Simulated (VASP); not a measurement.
```yaml
crystal:
  lattice:
    - [1.96988, -3.41193, 0.00000]
    - [1.96988, 3.41193, 0.00000]
    - [0.00000, 0.00000, 6.07134]
  atoms:
    - { symbol: La, position: [0.33333, 0.66667, 0.24506] }
    - { symbol: La, position: [0.66667, 0.33333, 0.75494] }
    - { symbol: O, position: [0.00000, 0.00000, 0.00000] }
    - { symbol: O, position: [0.33333, 0.66667, 0.64665] }
    - { symbol: O, position: [0.66667, 0.33333, 0.35335] }
```

These are revTPSS meta-GGA, VASP's PBE PAW potentials (set 64) (plane waves; VASP) values and carry that method's errors. Run with 520 eV cut-off, 7×7×4 Γ-centred mesh, tetrahedra with Blöchl corrections, potentials La O.

Task: Give the energies of bands 12 to 23 at the high-symmetry points, in eV from the valence-band maximum.

Result: 
```csv
band,Γ,M,K,A,L,H
12,-2.43,-2.27,-1.65,-2.78,-3.09,-2.40
13,-2.43,-2.04,-1.65,-2.78,-2.20,-2.40
14,-2.22,-1.98,-1.65,-2.68,-1.54,-1.71
15,-2.22,-1.30,-1.32,-1.91,-1.20,-1.40
16,-2.08,-0.78,-1.32,-1.91,-1.03,-1.40
17,-1.74,-0.74,-0.84,-1.06,-0.98,-0.64
18,-0.41,-0.66,-0.84,-0.83,-0.73,-0.29
19,-0.41,-0.46,-0.81,-0.31,-0.40,-0.29
20,-0.13,-0.29,-0.13,-0.31,0.00,-0.22
21,4.37,3.90,3.89,4.88,4.58,4.37
22,4.67,4.94,4.91,4.88,4.79,5.00
23,4.67,5.42,4.91,4.92,5.41,5.21
```

The gap is indirect, 3.89 eV, from the valence maximum at L to the conduction minimum at K.

The compound is La2O3 in the a-type structure. It was relaxed first.
